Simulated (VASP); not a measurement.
Data:

```xyz
2
Lattice="3.7666 0.0000 0.0000 0.0000 3.7666 0.0000 0.0000 0.0000 3.7666" Properties=species:S:1:pos:R:3 pbc="T T T"
Tl     0.0000     0.0000     0.0000
Cl     1.8833     1.8833     1.8833
```

The numbers are results of PBEsol GGA, VASP's PBE PAW potentials (set 64) (plane waves; VASP), not measurements. Settings: 480 eV cut-off, 6×6×6 Γ-centred mesh, Gaussian smearing of 0.050 eV, potentials Tl_d Cl.

Unless said otherwise, spin-orbit coupling is left out, though it shifts the bands of the heavy elements here.

Task: Estimate the energy per atom (σ→0), band gap (on the k-mesh) with the smallest direct gap where there is one.

Result: 
* **band gap (on the k-mesh)**: 1.79 eV
* **smallest direct gap (on the k-mesh)**: 1.79 eV
* **energy per atom (σ→0)**: -3.234 eV/atom

The absolute energy has meaning only against runs of the same code, potentials and settings.

The compound is TlCl in the CsCl type structure. It was relaxed first, which changed the volume by -6 %. The start is the result of an earlier pass.
